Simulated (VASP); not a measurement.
All values below come from vdW-DF2, VASP's PBE PAW potentials (set 64) (plane waves; VASP 6.6.1).

VASP input:

### KPOINTS
```
kpoints
0
Gamma
17 17 9
0 0 0
```

**INCAR**
```
SYSTEM = Os
PREC = Accurate
ENCUT = 520
EDIFF = 1E-7
NELM = 100
ALGO = Normal
LREAL = .FALSE.
LASPH = .TRUE.
ISMEAR = -5
GGA = ML
ZAB_VDW = -1.8867
LUSE_VDW = .TRUE.
AGGAC = 0.0
LMAXMIX = 6
LWAVE = .FALSE.
LCHARG = .TRUE.
LORBIT = 11
NEDOS = 601
ISIF = 2
```

**POSCAR**
```
Os
2.8276580
  0.4999999878  -0.8660252447   0.0000000000
  0.4999999878   0.8660252447   0.0000000000
  0.0000000000   0.0000000000   1.5702010516
Os
2
Direct
  0.3333330000   0.6666670000   0.2500000000
  0.6666670000   0.3333330000   0.7500000000
```

POTCAR, in this order: Os (PBE.64 set). Program: vasp_std.

Output

File OSZICAR:
```
       N       E                     dE             d eps       ncg     rms          rms(c)
DAV:   1     0.108434639843E+03    0.10843E+03   -0.75644E+03  3960   0.126E+03
DAV:   2    -0.788577145478E+01   -0.11632E+03   -0.10491E+03  4208   0.390E+02
DAV:   3    -0.154283438449E+02   -0.75426E+01   -0.69226E+01  4952   0.800E+01
DAV:   4    -0.156400209138E+02   -0.21168E+00   -0.20816E+00  4160   0.142E+01
DAV:   5    -0.156428044099E+02   -0.27835E-02   -0.27817E-02  4684   0.135E+00    0.198E+01
DAV:   6    -0.146432949624E+02    0.99951E+00   -0.12672E+00  4436   0.117E+01    0.819E+00
DAV:   7    -0.144117002757E+02    0.23159E+00   -0.63469E-01  5100   0.796E+00    0.549E-01
DAV:   8    -0.144070623806E+02    0.46379E-02   -0.53032E-03  4124   0.573E-01    0.174E-01
DAV:   9    -0.144063426914E+02    0.71969E-03   -0.18024E-03  4212   0.405E-01    0.309E-02
DAV:  10    -0.144064059836E+02   -0.63292E-04   -0.74667E-05  4544   0.849E-02    0.134E-02
DAV:  11    -0.144063868497E+02    0.19134E-04   -0.73572E-06  4232   0.327E-02    0.301E-03
DAV:  12    -0.144063864840E+02    0.36576E-06   -0.96266E-08  2696   0.355E-03    0.564E-04
DAV:  13    -0.144063868874E+02   -0.40345E-06   -0.27255E-08  2092   0.215E-03    0.446E-04
DAV:  14    -0.144063867948E+02    0.92651E-07   -0.28756E-09  2056   0.605E-04
   1 F= -.14406387E+02 E0= -.14406387E+02  d E =0.000000E+00
```

File OUTCAR:
```
------------------------ aborting loop because EDIFF is reached ----------------------------------------
  FORCE on cell =-STRESS in cart. coord.  units (eV):
  Direction    XX          YY          ZZ          XY          YZ          ZX
  --------------------------------------------------------------------------------------
  Total       -0.0916239     -0.0916239      0.1980904      0.0000000      0.0000000     -0.0000000
  in kB       -4.7747749     -4.7747734     10.3230399      0.0000000      0.0000000     -0.0000000
  external PRESSURE =       0.2578306 kB  Pullay stress =       0.0000000 kB
  volume of cell :       30.74
      direct lattice vectors                 reciprocal lattice vectors
     1.413828966 -2.448823211  0.000000000     0.353649566 -0.204179705  0.000000000
     1.413828966  2.448823211  0.000000000     0.353649566  0.204179705  0.000000000
     0.000000000  0.000000000  4.439991565     0.000000000  0.000000000  0.225225653
 POSITION                                       TOTAL-FORCE (eV/Angst)
 -----------------------------------------------------------------------------------
      1.41383      0.81628      1.11000        -0.000000      0.000000      0.000000
      1.41383     -0.81628      3.32999         0.000000     -0.000000      0.000000
 -----------------------------------------------------------------------------------
    total drift:                                0.000001      0.000037     -0.000021
  FREE ENERGIE OF THE ION-ELECTRON SYSTEM (eV)
  ---------------------------------------------------
  free  energy   TOTEN  =       -14.4063867948 eV

  energy  without entropy=      -14.4063867948  energy(sigma->0) =      -14.40638679

 total charge

# of ion       s       p       d       tot
------------------------------------------
    1        0.623   0.653   6.002   7.278
    2        0.623   0.653   6.002   7.278
--------------------------------------------------
tot          1.247   1.307  12.003  14.556
```
(Selected blocks of OUTCAR.)

For a metal the tetrahedron method with Blöchl corrections gives inexact stress and forces.

The compound is Os in the hcp structure. It was relaxed first, which changed the volume by +10 %.
